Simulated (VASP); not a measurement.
CaO:

```
Ca O
1.0
     0.00000    2.40750    2.40750
     2.40750    0.00000    2.40750
     2.40750    2.40750    0.00000
Ca O
1 1
Cartesian
  0.0000 0.0000 0.0000
  2.4075 2.4075 2.4075
```

The cell was built by a generator and isn't the measured one.

Base run:

| Property | Result |
| --- | --- |
| Program | VASP 6.6.1 |
| Functional | PBE0 |
| Potentials or basis | VASP PAW PBE potentials, release 64 (Ca_sv, O) |
| Cutoff | 520 eV |
| k mesh | 8 × 8 × 8 |
| Occupations | fermi-dirac, width 0.05 eV |
| Spin | no spin polarisation |

Its results: band gap on the k mesh 6.04 eV, indirect (least direct gap 6.47 eV); pressure -0.6 GPa.

Q: The run is repeated on the same cell with these changes: functional from PBE0 to r2SCAN. What comes out?

A: Band gap on the k mesh 4.19 eV, indirect (least direct gap 4.57 eV); pressure -0.4 GPa.

PBE0 gives the wider gap, since exact exchange removes part of the self-interaction.

Caveats: the PAW data sets were made with another functional, which shifts forces and pressure a little.

A k mesh can miss the band edges.
